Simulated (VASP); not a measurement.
Write the native input for VASP 6.6.1 that does the following.

| Property | Result |
| --- | --- |
| Task | relaxation of the atoms |
| Functional | PBE |
| Dispersion | D3(BJ) |
| Potentials or basis | VASP PAW PBE potentials, release 64 (W_sv) |
| Cutoff | 600 eV |
| k mesh | 16 × 16 × 16 |
| Occupations | methfessel-paxton, width 0.1 eV |
| Spin | no spin polarisation |
| Further INCAR settings | ALGO = Fast; EDIFF = 1e-07; IBRION = 2; EDIFFG = -0.01; NSW = 40 |

The structure of W lies in POSCAR:

```
W                                       
1.0
   -1.5694760633      1.5694760633      1.5694760633
    1.5694760633     -1.5694760633      1.5694760633
    1.5694760633      1.5694760633     -1.5694760633
  W             
     1
Direct
     0.0000000000000000    0.0000000000000000    0.0000000000000000
```

The cell isn't the ideal one: a relaxed cell with its volume scaled by 0.98.

These files were run (other wordings do the same):

INCAR

```
PREC = Accurate
ENCUT = 600
EDIFF = 1E-7
ISMEAR = 1
SIGMA = 0.1
LREAL = False
LASPH = True
NELM = 80
ALGO = Fast
ISIF = 2
LWAVE = False
LCHARG = False
GGA = PE
IVDW = 12
IBRION = 2
NSW = 40
EDIFFG = -0.01
```

KPOINTS

```
Automatic mesh
0
Gamma
  16 16 16
```

Potentials or basis: VASP PAW PBE potentials, release 64 (W_sv).

Launch:

```sh
$ cat potpaw_PBE.64/W_sv/POTCAR > POTCAR
$ mpirun -np 1 vasp_std > vasp.out
```

It gave:

```json
{
 "Pressure after relaxing": "6.8 GPa",
 "Band gap on the k mesh": "none (metal or under the smearing width)",
 "Dispersion energy per atom": "-0.713 eV"
}
```

Caveat: the relaxation stopped at its first step, so nothing moved; pairwise dispersion overbinds metals, which lowers pressure and volume.

Run time: 18 s on 1 thread of Intel(R) Xeon(R) Platinum 8488C (Sapphire Rapids), on a shared host, peak memory 0.17 GiB.
